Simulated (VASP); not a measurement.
Lattice constant a of bcc metals: measurement against SCAN

Computed values from VASP (plane waves, PAW); cells keep the symmetry of their structure type. Static lattice, each level at its own minimum.

Here x stands for SCAN a and y for measured a.

| solid | SCAN a (Å) | measured a (Å) | cut-off (eV) | basis of the measured value |
|---|---|---|---|---|
| Mo | 3.146 | ? | 520 | 0 K, zero-point corrected |
| W | 3.152 | 3.160 | 520 | 0 K, zero-point corrected |
| Ta | 3.275 | 3.299 | 520 | 0 K, zero-point corrected |
| Nb | 3.294 | 3.294 | 520 | 0 K, zero-point corrected |
| K | 5.326 | 5.212 | 520 | 0 K, zero-point corrected |
| Rb | 5.712 | 5.576 | 520 | 0 K, zero-point corrected |

Taking a straight line for y over the 5 complete rows: With u = x - 4.2, the rows have u = -1.0480, -0.9250, -0.9060, 1.1260, 1.5120. Means: u -0.048200, y 4.1082. About the means, the sum of products is 5.9421 and the sum of squares of u is 6.3172; the slope is their ratio. Least squares gives y = 4.1535 + 0.94062·u. Residuals (row less fit): -0.0077, 0.0156, -0.0073, -0.0006, 0.0003; standard error 0.0109 (degrees of freedom: 3). The slope is 0.941 with a standard error of 0.0043. Before the fit, SCAN less measured has mean 0.0436, mean absolute 0.0564 and median absolute 0.0240 Å over these 5 rows.

**Question.** Predict the withheld y at x = 3.146 from the fit, and compare with measurement.

**Answer.** u = -1.0540, so y = 4.1535 + 0.94062 × (-1.0540) = 3.1621 Å. The measured value is 3.141 Å, 0.0211 Å below the prediction (0.9 % of the range of y in the table). The row lies outside the fitted rows, so this is an extrapolation. From the scatter of the fitted rows alone, a prediction at this place has a standard error of 0.0127 Å, so the miss is 1.7 times that.

Plain SCAN misses this row by 0.005 Å. The rows are a random draw of 6 from the 6 solids that have both values on this basis (zero-point corrected by the source), of 6 computed in this series. Not drawn: V to Ni and open 4f shells, rows kept for tests, unfit runs, cells that left their space group, values derived or compiled from fits, values whose temperature is given only as extrapolated, encyclopaedia, home-page and unnamed sources, sources from 2025 on. Measured values as quoted by these papers, many of them computational: Mo Daniel Mejia-Rodriguez et al., Physical Review B (2018), arXiv:1807.09216; W Daniel Mejia-Rodriguez et al., Physical Review B (2018), arXiv:1807.09216; Ta Daniel Mejia-Rodriguez et al., Physical Review B (2018), arXiv:1807.09216; Nb Daniel Mejia-Rodriguez et al., Physical Review B (2018), arXiv:1807.09216; K Gábor I. Csonka et al., Physical Review B (2009), arXiv:0903.4037; Rb Gábor I. Csonka et al., Physical Review B (2009), arXiv:0903.4037.
